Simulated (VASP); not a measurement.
```
MgF2
1.0
    4.60315     0.00000     0.00000
    0.00000     4.60315     0.00000
    0.00000     0.00000     3.03544
Mg F
2 4
Direct
  0.00000   0.00000   0.00000
  0.50000   0.50000   0.50000
  0.30305   0.30305   0.00000
  0.80305   0.19695   0.50000
  0.19695   0.80305   0.50000
  0.69695   0.69695   0.00000
```

Calculation: r2SCAN meta-GGA, VASP's PBE PAW potentials (set 64) (plane waves; VASP). Run with 520 eV cut-off, 6×6×8 Γ-centred mesh, tetrahedra with Blöchl corrections, potentials Mg F.

Tabulate the total density of states (states/eV per cell) against energy (eV; zero at the valence-band maximum or, without a gap, the Fermi level).

(E (eV), DOS (states/eV)): (-9.97, 0.00); (-9.61, 0.00); (-9.25, 0.00); (-9.01, 0.00); (-8.65, 0.00); (-8.29, 0.00); (-7.93, 0.00); (-7.57, 0.00); (-7.21, 0.00); (-6.97, 0.00); (-6.61, 0.00); (-6.25, 0.00); (-5.89, 0.00); (-5.53, 0.00); (-5.29, 0.00); (-4.93, 0.00); (-4.57, 0.00); (-4.21, 0.00); (-3.85, 0.71); (-3.61, 2.90); (-3.25, 5.20); (-2.89, 5.48); (-2.53, 4.77); (-2.17, 5.90); (-1.81, 6.85); (-1.57, 7.18); (-1.21, 12.9); (-0.85, 7.01); (-0.49, 11.4); (-0.13, 0.98); (0.11, 0.00); (0.47, 0.00); (0.83, 0.00); (1.19, 0.00); (1.55, 0.00); (1.79, 0.00); (2.15, 0.00); (2.51, 0.00); (2.87, 0.00); (3.23, 0.00); (3.59, 0.00); (3.83, 0.00); (4.19, 0.00); (4.55, 0.00); (4.91, 0.00); (5.27, 0.00); (5.51, 0.00); (5.87, 0.00); (6.23, 0.00); (6.59, 0.00); (6.95, 0.00); (7.19, 0.00); (7.55, 0.00); (7.91, 0.00); (8.27, 0.01); (8.63, 0.12); (8.99, 0.18); (9.23, 0.22); (9.59, 0.30); (9.95, 0.36)
Within 2 eV below the valence-band maximum the largest weight inside VASP's projection spheres is F p.

The compound is MgF2 in the rutile structure. It was relaxed first.
